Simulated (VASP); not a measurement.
MgPt5 (space group P-62m): computed properties

These are PBEsol GGA, VASP's PBE PAW potentials (set 64) (plane waves; VASP) values and carry that method's errors.

```
Property                                                                                                Result
----------------------------------  --------------------------------------------------------------------------
space group                                                                                        P-62m (189)
cell                                a = 4.811 Å, b = 4.811 Å, c = 4.525 Å, α = 90.00°, β = 90.00°, γ = 120.00°
volume per atom                                                                                 15.12 Å^3/atom
band gap (over mesh and band path)                                    none (metal, semimetal or under 0.01 eV)
band gap with spin-orbit coupling                                                              none (metallic)
density                                                                                            18.30 g/cm³
```

Space group P-62m (No. 189); a = 4.811 Å, b = 4.811 Å, c = 4.525 Å, α = 90.00°, β = 90.00°, γ = 120.00°

| atom | site | symmetry | x | y | z |
|---|---|---|---|---|---|
| Mg | 1a | -62m | 0.0000 | 0.0000 | 0.0000 |
| Pt | 3g | m2m | 0.3410 | 0.3410 | 0.5000 |
| Pt | 2c | -6.. | 0.3333 | 0.6667 | 0.0000 |

Unless said otherwise, spin-orbit coupling is left out, though it shifts the bands of the heavy elements here.

The structure comes from a computed database's MgPt5 entry (P-62m); how it stands against other phases isn't given here. It was relaxed first. Symmetry was kept, so distortions that lower it aren't found.
